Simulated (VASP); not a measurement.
The input files of a VASP run:

### INCAR
```
SYSTEM = CrO2
PREC = Accurate
ENCUT = 520
EDIFF = 1E-7
NELM = 100
ALGO = Normal
LREAL = .FALSE.
LASPH = .TRUE.
ISMEAR = 1
SIGMA = 0.1
GGA = PE
LMAXMIX = 4
ISPIN = 2
MAGMOM = 2.1 2.1 -0.1 -0.1 -0.1 -0.1
LORBIT = 10
LWAVE = .FALSE.
LCHARG = .FALSE.
ISIF = 4
IBRION = 2
NSW = 30
EDIFFG = -0.01
```

File KPOINTS:
```
Automatic
0
G
  7 7 10
```

POSCAR:
```
CrO2
1.0
  4.5339736094   0.0000000000   0.0000000000
  0.0000000000   4.5339736094   0.0000000000
  0.0000000000   0.0000000000   2.9829157036
Cr O
2 4
direct
  0.0000000000   0.0000000000   0.0000000000
  0.5000000000   0.5000000000   0.5000000000
  0.3036522825   0.3036522825   0.0000000000
  0.8036522825   0.1963477175   0.5000000000
  0.1963477175   0.8036522825   0.5000000000
  0.6963477175   0.6963477175   0.0000000000
```

POTCAR, in this order: Cr_pv O (PBE.64 set). Program: vasp_std.

### Question
Translate this PBE calculation to Quantum ESPRESSO's pw.x.

### Answer
One equivalent input (not run):
```
&CONTROL
  calculation = 'vc-relax'
  pseudo_dir = './pseudo'
  outdir = './out'
  tprnfor = .true.
  tstress = .true.
  nstep = 30
  forc_conv_thr = 0.00039
/
&SYSTEM
  ibrav = 0
  nat = 6
  ntyp = 2
  ecutwfc = 94
  occupations = 'smearing'
  smearing = 'methfessel-paxton'
  degauss = 0.00735
  input_dft = 'pbe'
  nspin = 2
  starting_magnetization(1) = 0.21
  starting_magnetization(2) = -0.01
/
&ELECTRONS
  conv_thr = 7.3e-09
  electron_maxstep = 100
/
&IONS
/
&CELL
  cell_dofree = 'shape'
/
ATOMIC_SPECIES
  Cr 51.996 Cr.upf
  O 15.999 O.upf
CELL_PARAMETERS angstrom
     4.5339736    0.0000000    0.0000000
     0.0000000    4.5339736    0.0000000
     0.0000000    0.0000000    2.9829157
ATOMIC_POSITIONS crystal
  Cr   0.0000000  0.0000000  0.0000000
  Cr   0.5000000  0.5000000  0.5000000
  O    0.3036523  0.3036523  0.0000000
  O    0.8036523  0.1963477  0.5000000
  O    0.1963477  0.8036523  0.5000000
  O    0.6963477  0.6963477  0.0000000
K_POINTS automatic
  7 7 10 0 0 0
```
The two are equivalent in intent, not identical: the potentials are each code's own (VASP's PAW set, PseudoDojo norm-conserving files in pw.x), so ENCUT and ecutwfc are chosen apart and not converted; conv_thr bounds pw.x's estimated SCF error, while EDIFF bounds the energy change between steps; starting_magnetization is a fraction of the valence charge and MAGMOM a moment in μB, so they match only roughly; forc_conv_thr acts on force components and is met together with etot_conv_thr.

The compound is CrO2 in the rutile structure. This cell is one point of a volume scan, at 1.06 of the reference volume. Symmetry was kept, so distortions that lower it aren't found.
